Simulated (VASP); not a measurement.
Given:

```yaml
crystal:
  lattice:
    - [0.00000, 2.36180, 2.36180]
    - [2.36180, 0.00000, 2.36180]
    - [2.36180, 2.36180, 0.00000]
  atoms:
    - { symbol: B, position: [0.00000, 0.00000, 0.00000] }
    - { symbol: As, position: [0.25000, 0.25000, 0.25000] }
```

Level of theory: PBE GGA with D3 dispersion (Becke-Johnson damping), VASP's PBE PAW potentials (set 64) (plane waves; VASP). Run with 520 eV cut-off, 10×10×10 Γ-centred mesh, Gaussian smearing of 0.050 eV, potentials B As.

Problem. What does the run give for the energy per atom (σ→0), pressure?

Solution. 
| Property | Value |
|---|---|
| energy per atom (σ→0) | -6.027 eV/atom |
| pressure | 4.55 GPa |

Total energies compare only between runs with the same potentials, cut-off and functional.

The compound is BAs in the zinc blende structure. This cell is one point of a volume scan, at 0.97 of the reference volume.
